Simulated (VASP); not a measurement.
Here is a VASP 6.6.1 calculation.

File INCAR:

```
SYSTEM = TaF3
  PREC = Accurate
  ENCUT = 600
  EDIFF = 1E-6
  ISMEAR = -1
  SIGMA = 0.05
  LREAL = .FALSE.
  LASPH = .TRUE.
  NELM = 60
  ALGO = Normal
  ISIF = 3
  LWAVE = .FALSE.
  LCHARG = .FALSE.
  GGA = PE
  IVDW = 12
  IBRION = 2
  NSW = 60
  EDIFFG = -0.02
  KPAR = 2
```

KPOINTS

```
regular mesh
0
G
  6 6 6
  0 0 0
```

Contents of POSCAR:

```
TaF3
1.0
    3.9012000000      0.0000000000      0.0000000000
    0.0000000000      3.9012000000      0.0000000000
    0.0000000000      0.0000000000      3.9012000000
Ta F
1 3
Direct
    0.0000000000      0.0000000000      0.0000000000
    0.0000000000      0.0000000000      0.5000000000
    0.0000000000      0.5000000000      0.0000000000
    0.5000000000      0.0000000000      0.0000000000
```

Potentials or basis: VASP PAW PBE potentials, release 64 (Ta_pv, F).

The run is started by

```bash
$ cat potpaw_PBE.64/Ta_pv/POTCAR potpaw_PBE.64/F/POTCAR > POTCAR
$ mpirun -np 2 vasp_std > vasp.out
```

Task: What does it give for the space group after relaxing (to 0.05 Å)?

Result: Pm-3m (No. 221).

Task: Estimate the relaxed volume.

Result: 17.38 Å³/atom.

Final structure:
```
Ta F
1.0
     4.11182    0.00000    0.00000
     0.00000    4.11182    0.00000
     0.00000    0.00000    4.11182
Ta F
1 3
Cartesian
  0.0000 0.0000 0.0000
  0.0000 0.0000 2.0559
  0.0000 2.0559 0.0000
  2.0559 0.0000 0.0000
```

Caveat: the volume moved by over 15 % at a fixed basis, so the end points are rough; the volume moved by +17 % from the deposited cell, more than functionals usually miss; pairwise dispersion overbinds metals, which lowers pressure and volume. Zero-point motion and thermal expansion aren't in these numbers.
